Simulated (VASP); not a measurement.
# ZrSeBr: structure and properties in VASP, part 6 of 6

What structure does ZrSeBr take at this level, and what are its properties? The cell is invented: other elements were put on sites of a known structure type. It may not be a known or stable phase.

VASP 6.6.1; BLYP; plane waves and PAW (Zr_sv, Se, Br); invented cell.

Still holding for the runs below: This run has no spin polarisation. Its electron count is odd, so without a moment it is a metal by construction. The k-mesh is coarse for a metal.

So far. Step 16 (Volume scan with BLYP, volume scale 1.06): The pressure falls from -2.05 to -2.92 GPa. The parabola predicted -2.89 GPa, +0.03 GPa off.

## Step 17: Side by side

Times are for 1 MPI rank of Intel Xeon 6975P-C (Granite Rapids), shared host. Results by setting:

```
no.  volume scale  energy above the lowest point (meV/atom)  pressure (GPa)  time  memory (GiB)
  1          0.94                                     18.77           4.103  11 s          0.16
  2          0.96                                      8.35           2.588  15 s          0.17
  3          0.98                                      2.26           1.220  16 s          0.18
  4             1                                         0        0.001200  15 s          0.18
  5          1.02                                      1.26          -1.083  15 s          0.18
  6          1.04                                      5.61          -2.053  15 s          0.17
  7          1.06                                     12.67          -2.922  15 s          0.18
```

## Step 18: Fit for BLYP

This step: Birch-Murnaghan fit, BLYP; plane waves and PAW; invented cell (VASP 6.6.1).

This step runs nothing: it gathers the runs above.

This step gave:

| Property | Result |
| --- | --- |
| pressure derivative of the bulk modulus | 4.677 |
| r.m.s. error of the fit | 1.42e-5 eV/atom |
| minimum inside the sampled range | yes |
| bulk modulus | 57.27 GPa |
| equilibrium volume of the fit | 23.95 Å³/atom |

The energy above the fitted minimum by volume:

```
volume (Å³/atom)  energy above the fitted minimum (eV/atom)
           22.46                                     0.0188
           22.94                                    0.00835
           23.41                                    0.00226
           23.89                                     1.1e-6
           24.37                                    0.00126
           24.85                                    0.00562
           25.33                                     0.0127
```

The fitted volume lies +0.25 % from the relaxed one. At a finite cutoff and mesh the minimum of the energy and the zero of the stress don't quite coincide, and the relaxation stops at a threshold.

## Step 19: Electric field gradients (BLYP)

This step: BLYP; plane waves and PAW (Zr_sv, Se, Br); invented cell (VASP 6.6.1).

Field gradients probe how far the charge around each nucleus departs from cubic symmetry; LASPH keeps the non-spherical terms inside the spheres.

The input, INCAR:

```
SYSTEM = ZrSeBr
PREC = Accurate
ENCUT = 400
EDIFF = 1E-07
NELM = 100
ISMEAR = 0
SIGMA = 0.05
LREAL = .FALSE.
ALGO = Normal
GGA = B5
ALDAX = 1
AGGAX = 1
AGGAC = 1
ALDAC = 0
NBANDS = 18
LORBIT = 11
LWAVE = .FALSE.
LCHARG = .FALSE.
LEFG = .TRUE.
LASPH = .TRUE.
```

The input, POSCAR:

```
ZrSeBr
1.0
    5.0760089739      0.0000000000      0.0000000000
   -2.5380044870      4.3959527212      0.0000000000
    0.0000000000      0.0000000000      3.2121108523
Zr Se Br
1 1 1
Direct
    0.0000000000      0.0000000000      0.5000000000
    0.3333333300      0.6666666700      0.0000000000
    0.6666666700      0.3333333300      0.0000000000
```

The input, KPOINTS:

```
Automatic mesh
0
Gamma
5 5 7
0 0 0
```

PAW data sets: Zr_sv, Se and Br (PBE family, release 64).

Command:

```bash
mpirun -np 1 vasp_std
```

Output:

```text
[... set-up lines as in an earlier step ...]
 entering main loop
       N       E                     dE             d eps       ncg     rms          rms(c)
[... 1 cycle as in an earlier step ...]
DAV:   2    -0.266529364801E+01   -0.15320E+03   -0.14962E+03   968   0.262E+02
DAV:   3    -0.135257082886E+02   -0.10860E+02   -0.10731E+02  1228   0.590E+01
DAV:   4    -0.137865250152E+02   -0.26082E+00   -0.25631E+00   936   0.829E+00
DAV:   5    -0.137917680608E+02   -0.52430E-02   -0.52364E-02   986   0.959E-01    0.102E+01
DAV:   6    -0.120850393588E+02    0.17067E+01   -0.13942E+01   786   0.129E+01    0.611E+00
DAV:   7    -0.117582754811E+02    0.32676E+00   -0.25868E+00   812   0.632E+00    0.358E+00
DAV:   8    -0.117765272661E+02   -0.18252E-01   -0.10055E+00   786   0.371E+00    0.179E+00
DAV:   9    -0.117114970440E+02    0.65030E-01   -0.42345E-01   766   0.245E+00    0.439E-01
DAV:  10    -0.117066211763E+02    0.48759E-02   -0.23719E-02   772   0.712E-01    0.137E-01
DAV:  11    -0.117071817060E+02   -0.56053E-03   -0.39563E-03   840   0.252E-01    0.140E-01
DAV:  12    -0.117068158899E+02    0.36582E-03   -0.37182E-03   802   0.216E-01    0.591E-02
DAV:  13    -0.117067593730E+02    0.56517E-04   -0.20484E-04   812   0.717E-02    0.164E-02
DAV:  14    -0.117067557811E+02    0.35919E-05   -0.71962E-05   830   0.360E-02    0.114E-02
DAV:  15    -0.117067542884E+02    0.14926E-05   -0.67220E-06   778   0.130E-02    0.454E-03
DAV:  16    -0.117067547474E+02   -0.45899E-06   -0.81729E-07   720   0.459E-03    0.368E-03
DAV:  17    -0.117067543679E+02    0.37953E-06   -0.62109E-07   616   0.314E-03    0.111E-03
DAV:  18    -0.117067543375E+02    0.30414E-07   -0.70183E-08   366   0.129E-03
ion   1
     0.0000000    -0.0000000    -0.0000000     3.7169076    -0.0000000     0.0000000
     0.0000523    -0.0000000    -0.0000000     3.7169077    -0.0000000     0.0000000
     0.0000720    -0.0000000    -0.0000000     3.7169077    -0.0000000     0.0000000
     0.0000992    -0.0000000    -0.0000000     3.7169077    -0.0000000     0.0000000
     0.0001366    -0.0000000    -0.0000000     3.7169078    -0.0000000     0.0000000

     0.0000000    -0.0000001    -0.0000000    44.9354203     0.0000000     0.0000001
     0.0000523    -0.0000001    -0.0000000    44.9372643     0.0000000     0.0000001
     0.0000720    -0.0000001    -0.0000000    44.9385017     0.0000000     0.0000001
     0.0000992    -0.0000001    -0.0000000    44.9406307     0.0000000     0.0000001
     0.0001366    -0.0000001    -0.0000000    44.9442707     0.0000000     0.0000001

ion   2
     0.0000000    -0.0000000    -0.0000000     0.6509077     0.0000000     0.0000000
     0.0000499    -0.0000000    -0.0000000     0.6509076     0.0000000     0.0000000
     0.0000687    -0.0000000    -0.0000000     0.6509076     0.0000000     0.0000000
     0.0000946    -0.0000000    -0.0000000     0.6509076     0.0000000     0.0000000
     0.0001302    -0.0000000    -0.0000000     0.6509076     0.0000000     0.0000000

     0.0000000    -0.0000000    -0.0000000    41.1665653     0.0000000     0.0000000
     0.0000499    -0.0000000    -0.0000000    41.1647772     0.0000000     0.0000000
     0.0000687    -0.0000000    -0.0000000    41.1637775     0.0000000     0.0000000
     0.0000946    -0.0000000    -0.0000000    41.1621589     0.0000000     0.0000000
     0.0001302    -0.0000000    -0.0000000    41.1595514     0.0000000     0.0000000

ion   3
     0.0000000    -0.0000000     0.0000000     2.3754146     0.0000000     0.0000000
     0.0000501    -0.0000000     0.0000000     2.3754146     0.0000000     0.0000000
     0.0000689    -0.0000000     0.0000000     2.3754146     0.0000000     0.0000000
     0.0000949    -0.0000000     0.0000000     2.3754146     0.0000000     0.0000000
     0.0001307    -0.0000000     0.0000000     2.3754145     0.0000000     0.0000000

     0.0000000    -0.0000000     0.0000000   117.3741806     0.0000000     0.0000000
     0.0000501    -0.0000000     0.0000000   117.3685017     0.0000000     0.0000000
     0.0000689    -0.0000000     0.0000000   117.3653246     0.0000000     0.0000000
     0.0000949    -0.0000000     0.0000000   117.3601784     0.0000000     0.0000000
     0.0001307    -0.0000000     0.0000000   117.3518833     0.0000000     0.0000000

   1 F= -.11706754E+02 E0= -.11704478E+02  d E =-.455268E-02
```

Run time: 32 s. Hardware: 1 MPI rank of Intel Xeon 6975P-C (Granite Rapids), shared host; peak memory 0.18 GiB.

From OUTCAR (step 19):

```text
   NELECT =      25.0000    total number of electrons

 E-fermi :   6.9913

 k-point     1 :       0.0000    0.0000    0.0000
  band No.  band energies     occupation
    ...
      8       0.9432      2.00000
      9       4.3646      2.00000
     10       4.3646      2.00000
     11       4.6138      2.00000
     12       4.8283      2.00000
     13       7.7095      0.00000
     14       7.8989      0.00000
     15       8.3784      0.00000
     16       8.3784      0.00000
     17       8.4910      0.00000
    ...

  Total        0.0157201      0.0157201     -0.0074271     -0.0000000     -0.0000000      0.0000000
  in kB        0.3513975      0.3513975     -0.1660203     -0.0000000     -0.0000000      0.0000000
  external PRESSURE =       0.1789249 kB  Pullay stress =       0.0000000 kB

 POSITION                                       TOTAL-FORCE (eV/Angst)
 -----------------------------------------------------------------------------------
      0.00000      0.00000      1.60606        -0.000000     -0.000000      0.000000
     -0.00000      2.93064      0.00000         0.000000      0.000000      0.000000
      2.53800      1.46532      0.00000        -0.000000     -0.000000      0.000000
 -----------------------------------------------------------------------------------
    total drift:                               -0.000007      0.000004     -0.000000

  FREE ENERGIE OF THE ION-ELECTRON SYSTEM (eV)
  ---------------------------------------------------
  free  energy   TOTEN  =       -11.7067543375 eV

  energy  without entropy=      -11.7022016608  energy(sigma->0) =      -11.70447800

 Electric field gradients after diagonalization (V/A^2)
 (convention: |V_zz| > |V_xx| > |V_yy|)
----------------------------------------------------------------------
 ion       V_xx      V_yy      V_zz     asymmetry (V_yy - V_xx)/ V_zz
----------------------------------------------------------------------
   1      27.187    27.187   -54.374       0.000
   2      26.130    26.129   -52.259       0.000
   3      74.020    74.017  -148.037       0.000
----------------------------------------------------------------------

[... 8 parts as in an earlier step ...]

[... 9 further parts left out ...]
```

Numbers from this step:

* SCF cycles: 18
* free energy (TOTEN): -11.71 eV
* energy at zero smearing: -11.70 eV
* Fermi energy: 6.991 eV
* pressure: 0.01789 GPa

Electric field gradients, by row:

```
atom  Vxx (V/Å²)  Vyy (V/Å²)  Vzz (V/Å²)  asymmetry
 Zr1       27.19       27.19      -54.37          0
 Se2       26.13       26.13      -52.26          0
 Br3       74.02       74.02        -148          0
```

The largest gradient, -148.04 V/Å², sits on Br3; times the quadrupole moment of a nucleus that has one, it gives the coupling that NMR and NQR see.

## Step 20: Band structure (BLYP), changed input

This run is made with a changed input; what comes of it follows.

The input, INCAR:

```
SYSTEM = ZrSeBr
PREC = Accurate
ENCUT = 400
EDIFF = 1E-06
NELM = 88
ISMEAR = 0
SIGMA = 0.05
LREAL = .FALSE.
ALGO = Normal
GGA = B5
ALDAX = 1
AGGAX = 1
AGGAC = 1
ALDAC = 0
NBANDS = 25
LORBIT = 11
LWAVE = .FALSE.
LCHARG = .FALSE.
```

POSCAR is that of step 19.

The input, KPOINTS:

```
Automatic mesh
0
Gamma
1 1 1
0 0 0
```

The input, KPOINTS_OPT:

```
Line mode
16
Line-mode
Reciprocal
  0.00000000   0.00000000   0.00000000 GAMMA
  0.50000000   0.00000000   0.00000000 M

  0.50000000   0.00000000   0.00000000 M
  0.33333333   0.33333333   0.00000000 K

  0.33333333   0.33333333   0.00000000 K
  0.00000000   0.00000000   0.00000000 GAMMA

  0.00000000   0.00000000   0.00000000 GAMMA
  0.00000000   0.00000000   0.50000000 A

  0.00000000   0.00000000   0.50000000 A
  0.50000000   0.00000000   0.50000000 L

  0.50000000   0.00000000   0.50000000 L
  0.33333333   0.33333333   0.50000000 H

  0.33333333   0.33333333   0.50000000 H
  0.00000000   0.00000000   0.50000000 A

  0.50000000   0.00000000   0.50000000 L
  0.50000000   0.00000000   0.00000000 M

  0.33333333   0.33333333   0.00000000 K
  0.33333333   0.33333333   0.50000000 H
```

Command:

```bash
mpirun -np 1 vasp_std
```

Output:

```text
[... set-up lines as in an earlier step ...]
 entering main loop
       N       E                     dE             d eps       ncg     rms          rms(c)
DAV:   1     0.150780089515E+03    0.15078E+03   -0.10933E+04    50   0.734E+02
DAV:   2    -0.331511808408E+00   -0.15111E+03   -0.14650E+03    59   0.204E+02
DAV:   3    -0.115840459919E+02   -0.11253E+02   -0.11095E+02    83   0.462E+01
DAV:   4    -0.117965174524E+02   -0.21247E+00   -0.21243E+00    51   0.608E+00
DAV:   5    -0.118006075336E+02   -0.40901E-02   -0.40899E-02    75   0.618E-01    0.974E+00
DAV:   6    -0.100815805203E+02    0.17190E+01   -0.17487E+00    52   0.689E+00    0.431E+00
DAV:   7    -0.973180723780E+01    0.34977E+00   -0.10168E+00    68   0.446E+00    0.200E+00
DAV:   8    -0.971413804278E+01    0.17669E-01   -0.12256E-01    60   0.203E+00    0.474E-01
DAV:   9    -0.970878302278E+01    0.53550E-02   -0.28270E-02    60   0.775E-01    0.303E-01
DAV:  10    -0.970917782633E+01   -0.39480E-03   -0.15032E-03    74   0.226E-01    0.849E-02
DAV:  11    -0.970928742140E+01   -0.10960E-03   -0.98213E-05    50   0.606E-02    0.230E-02
DAV:  12    -0.970929865180E+01   -0.11230E-04   -0.22601E-05    60   0.282E-02    0.806E-03
DAV:  13    -0.970929765339E+01    0.99841E-06   -0.20717E-06    66   0.673E-03
   1 F= -.97092977E+01 E0= -.96951929E+01  d E =-.282095E-01
 Start KPOINTS_OPT (optional k-point list driver)
k-point batch [1-1\144]
       N       E                     dE             ncg
DAV:   1    -0.417614129040E+02   -0.14613E+03       50
DAV:   2    -0.193182385460E+03   -0.15142E+03       59
DAV:   3    -0.202360749936E+03   -0.91784E+01       76
DAV:   4    -0.203130647473E+03   -0.76990E+00       84
DAV:   5    -0.203137673690E+03   -0.70262E-02       67
DAV:   6    -0.203137852424E+03   -0.17873E-03       84
DAV:   7    -0.203137852987E+03   -0.56277E-06       66
[...]
k-point batch [144-144\144]
       N       E                     dE             ncg
DAV:   1    -0.645986079103E+02   -0.87021E+03       58
DAV:   2    -0.196827628414E+03   -0.13223E+03       59
DAV:   3    -0.206937934345E+03   -0.10110E+02      100
DAV:   4    -0.207118700888E+03   -0.18077E+00       52
DAV:   5    -0.207120623396E+03   -0.19225E-02       60
DAV:   6    -0.207120661349E+03   -0.37953E-04       51
DAV:   7    -0.207120662512E+03   -0.11630E-05       76
DAV:   8    -0.207120662526E+03   -0.14163E-07       42
```

It took 42 s on 1 MPI rank; peak memory 0.17 GiB.

Parts of OUTCAR (step 20):

```text
   k-points           NKPTS =      1   k-points in BZ     NKDIM =      1   number of bands    NBANDS=     25

   NELECT =      25.0000    total number of electrons

 E-fermi :   7.2511

 k-point     1 :       0.0000    0.0000    0.0000
  band No.  band energies     occupation
    ...
      9       4.3665      2.00000
     10       4.3665      2.00000
     11       4.8654      2.00000
     12       5.8371      2.00000
     13       7.2511      1.00000
     14       7.8144      0.00000
     15       8.1035      0.00000
     16       8.1035      0.00000
     17       8.9392      0.00000
     18       8.9392      0.00000
    ...

  Total        2.6174657      2.6174657     -0.6414417     -0.0000000     -0.0000000     -0.0000000
  in kB       58.5094016     58.5094016    -14.3384378     -0.0000000     -0.0000000     -0.0000000
  external PRESSURE =      34.2267885 kB  Pullay stress =       0.0000000 kB

 POSITION                                       TOTAL-FORCE (eV/Angst)
 -----------------------------------------------------------------------------------
      0.00000      0.00000      1.60606         0.000000     -0.000000      0.000000
     -0.00000      2.93064      0.00000        -0.000000      0.000000      0.000000
      2.53800      1.46532      0.00000         0.000000     -0.000000      0.000000
 -----------------------------------------------------------------------------------
    total drift:                               -0.000007      0.000004     -0.000000

  FREE ENERGIE OF THE ION-ELECTRON SYSTEM (eV)
  ---------------------------------------------------
  free  energy   TOTEN  =        -9.7092976534 eV

  energy  without entropy=       -9.6810881742  energy(sigma->0) =       -9.69519291

[... 6 parts as in an earlier step ...]

[... 5 further parts left out ...]
```

The run converged, but on settings that are not sound, so its numbers are not to be trusted.

Against the sound run on this cell (bands along the symmetry lines (BLYP)) the energy at zero smearing moves by +670.6 meV an atom and the pressure by +3.42 GPa.

The fault in the input: one k point for a small cell (k-mesh = [1, 1, 1]). A small cell needs a mesh; Γ alone serves large cells only.

## Step 21: Summary of results

| Property | Result |
| --- | --- |
| relaxed volume | 23.89 Å³/atom |
| relaxed conventional cell a, b, c | 5.076, 5.076, 3.212 Å; angles 90.0, 90.0, 120.0° |
| space group after relaxing, within 0.02 Å | P-6m2 (No. 187) |
| band gap | none, a metal |
| DOS at the Fermi level | 2.56 states/eV/cell |
| highest zone-centre mode | 179 cm⁻¹ |
| imaginary zone-centre modes | 4, down to 158i cm⁻¹ |
| bulk modulus from the fit | 57.3 GPa |
| volume from the fit | 24.0 Å³/atom |
| largest field gradient Vzz | -148.04 V/Å² on Br3 |

What this shows: With BLYP, ZrSeBr relaxes to 23.89 Å³/atom in space group P-6m2 (held by the symmetry of the run), comes out as a metal and has a bulk modulus of 57.3 GPa at fixed shape and positions, an upper bound. Bands along the symmetry lines (BLYP): Of the bands kept, 3 cross the Fermi level on this path. Vibrations at Γ (BLYP): The highest mode in this list at Γ, 179.0 cm⁻¹, has its largest share on Br (51 % of the kinetic energy). 4 modes are imaginary, down to 157.8i cm⁻¹: the energy falls along them. Spin-orbit coupling is left out; it would split some degenerate bands. The k-sampling is coarse for a metal, so the Fermi level, pressures and the shape of the cell carry errors. With an odd electron count and no spin the cell is a metal by construction. Imaginary modes at Γ mean that the cell would distort to a lower symmetry. No search among competing phases was made. All values are for a static lattice at zero temperature.

[Lines on the potential files, build, host, timing and source positions are cut from VASP's logs without a mark.]

[Logs are printed without paths, hosts, clocks, repeated set-up lines and the standing remarks that a program may print on its own settings, such as how far it seeks lower states.]

[Hosts, paths, dates, database ids (printed as entryN), source tags and the programs' standing remarks are cut or masked in the printed files.]

[A measured line is paired with the nearest computed mode of its activity, which favours agreement.]
